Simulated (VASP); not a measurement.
AlP (zinc blende): the band gap from VASP (plane waves, PAW) at several levels of theory. Gaps are without spin-orbit coupling. Each level names its cell: its own relaxed one, PBE's, or the starting one. A gap is the smallest over the k-mesh and a band path; hybrids may have named points in place of the path, and GW has the mesh alone. The mesh is coarse and the basis finite, so the quasiparticle values are not converged.

| level | band gap (eV) | error against measurement (eV) |
|---|---|---|
| LDA (own cell) | 1.42 | -1.12 |
| PBE (own cell) | 1.63 | -0.91 |
| PBEsol (own cell) | 1.45 | -1.09 |
| RPBE (own cell) | 1.75 | -0.79 |
| AM05 (own cell) | 1.52 | -1.02 |
| PBE-D3(BJ) (own cell) | 1.57 | -0.97 |
| PBE-D4 (own cell) | 1.57 | -0.97 |
| optB88-vdW (own cell) | 1.71 | -0.83 |
| rev-vdW-DF2 (own cell) | 1.60 | -0.94 |
| G0W0@PBE (starting cell) | 2.37 | -0.17 |
| evGW0@PBE (starting cell) | 2.46 | -0.08 |

Measured: 2.54 eV (as given by Wei Chen et al., Physical Review Materials (2018), doi:10.1103/physrevmaterials.2.073803; zero-point renormalisation of 0.02 eV added back (the table's ZPR column)).

The cell of the LDA (own cell) run:

Space group F-43m (No. 216); a = b = c = 5.4351 Å, α = β = γ = 90.00°

```json
[
 {"atom": "Al", "site": "4a", "symmetry": "-43m", "x": "0.0000", "y": "0.0000", "z": "0.0000"},
 {"atom": "P", "site": "4d", "symmetry": "-43m", "x": "0.7500", "y": "0.7500", "z": "0.7500"}
]
```
(The calculation used a cell of 2 atoms; values per cell refer to that cell.)

Only levels that ran to the end are used. Left out are those held back, those with too coarse a band path, GW runs whose mesh misses a band edge, hybrids' fits of cells that aren't cubic and levels without matching references; a question may draw on a part of the rest.

The compound is AlP in the zinc blende structure.
